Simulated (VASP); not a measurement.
Energy against volume of MnF2 (rutile). Calculation: r2SCAN meta-GGA, VASP's PBE PAW potentials (set 64) (plane waves; VASP 6.6.1). Numerical set-up: 520 eV cut-off, 5×5×7 Γ-centred mesh, Gaussian smearing of 0.050 eV, potentials Mn_pv F.

Shape and ions are relaxed at each volume.

| V (Å³/atom) | E (eV/atom) |
|---|---|
| 12.221 | -9.88798 |
| 12.611 | -9.90106 |
| 13.001 | -9.90579 |
| 13.391 | -9.90378 |

Task: Fit these four points and predict the energy of the run at 13.781 Å³/atom.

Result: A cubic in V^(−2/3), the third-order Birch-Murnaghan form, passes through the four points with V0 = 13.07 Å³/atom and B0 = 89 GPa, and gives -9.8964 eV/atom there. The run gave -9.8954 eV/atom, +0.9 meV/atom from the fit; all five points give B0 = 94 GPa.

The compound is MnF2 in the rutile structure. It was relaxed first.
